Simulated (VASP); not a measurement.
Level of theory: PBEsol GGA, VASP's PBE PAW potentials (set 64) (plane waves; VASP).

The input files of a VASP run:

### KPOINTS
```
Automatic
0
gamma
 13 13 13
```

File POSCAR:
```
C
1
   -0.0000000000     1.7709003671     1.7709003671
    1.7709003671    -0.0000000000     1.7709003671
    1.7709003671     1.7709003671     0.0000000000
C
2
Direct
  0.0000000000   0.0000000000   0.0000000000
  0.2500000000   0.2500000000   0.2500000000
```

INCAR:
```
EDIFFG = -0.02   ! ionic stop
IBRION = 2   ! conjugate gradients
ENCUT = 620
LCHARG = .FALSE.
GGA = PS   ! PBEsol
NELM = 100   ! most electronic steps
LWAVE = .FALSE.
SYSTEM = C
SIGMA = 0.05
LREAL = .FALSE.   ! projection in real space or not
NSW = 40
LASPH = .TRUE.
ISIF = 3
PSTRESS = 50
PREC = Accurate
ALGO = Normal   ! blocked Davidson
ISMEAR = 0   ! Gaussian
EDIFF = 1E-6
```

POTCAR, in this order: C (PBE.64 set). Program: vasp_std.

What VASP printed:

### OSZICAR
```
       N       E                     dE             d eps       ncg     rms          rms(c)
DAV:   1     0.386958475653E+01    0.38696E+01   -0.57094E+03  1376   0.115E+03
DAV:   2    -0.198097892962E+02   -0.23679E+02   -0.22233E+02  2120   0.125E+02
DAV:   3    -0.199566317703E+02   -0.14684E+00   -0.14684E+00  1376   0.133E+01
DAV:   4    -0.199570043910E+02   -0.37262E-03   -0.37262E-03  1984   0.558E-01
DAV:   5    -0.199570044698E+02   -0.78720E-07   -0.78719E-07  1392   0.583E-03    0.571E+00
DAV:   6    -0.194348538307E+02    0.52215E+00   -0.40121E-01  1384   0.496E+00    0.338E+00
DAV:   7    -0.192531980498E+02    0.18166E+00   -0.44212E-01  1600   0.526E+00    0.725E-01
DAV:   8    -0.192532496718E+02   -0.51622E-04   -0.15571E-03  1376   0.492E-01    0.302E-02
DAV:   9    -0.192532546533E+02   -0.49815E-05   -0.33938E-05  1944   0.554E-02    0.231E-02
DAV:  10    -0.192532597046E+02   -0.50513E-05   -0.30588E-06  1456   0.211E-02    0.466E-03
DAV:  11    -0.192532595668E+02    0.13775E-06   -0.27799E-08   688   0.173E-03
   1 F= -.18906625E+02 E0= -.18906625E+02  d E =-.189066E+02
```

OUTCAR:
```
------------------------ aborting loop because EDIFF is reached ----------------------------------------
  FORCE on cell =-STRESS in cart. coord.  units (eV):
  Direction    XX          YY          ZZ          XY          YZ          ZX
  --------------------------------------------------------------------------------------
  Total        0.3473617      0.3473617      0.3473617      0.0000000     -0.0000000     -0.0000000
  in kB       50.1048970     50.1048970     50.1048970      0.0000000     -0.0000000     -0.0000000
  external PRESSURE =       0.1048970 kB  Pullay stress =      50.0000000 kB
  volume of cell :       11.11
      direct lattice vectors                 reciprocal lattice vectors
     0.000000000  1.770900367  1.770900367    -0.282342253  0.282342253  0.282342253
     1.770900367  0.000000000  1.770900367     0.282342253 -0.282342253  0.282342253
     1.770900367  1.770900367  0.000000000     0.282342253  0.282342253 -0.282342253
 POSITION                                       TOTAL-FORCE (eV/Angst)
 -----------------------------------------------------------------------------------
      0.00000      0.00000      0.00000        -0.000000     -0.000000     -0.000000
      0.88545      0.88545      0.88545         0.000000      0.000000      0.000000
 -----------------------------------------------------------------------------------
    total drift:                                0.000000      0.000000      0.000000
  FREE ENERGIE OF THE ION-ELECTRON SYSTEM (eV)
  ---------------------------------------------------
  free  energy   TOTEN  =       -19.2532595668 eV

  energy  without entropy=      -19.2532595668  energy(sigma->0) =      -19.25325957
  enthalpy is  TOTEN    =       -18.9066250538 eV   P V=        0.3466345130

 reached required accuracy - stopping structural energy minimisation
```
(Selected blocks of OUTCAR.)

The compound is C in the diamond structure. It was relaxed first under an external pressure of 5 GPa.
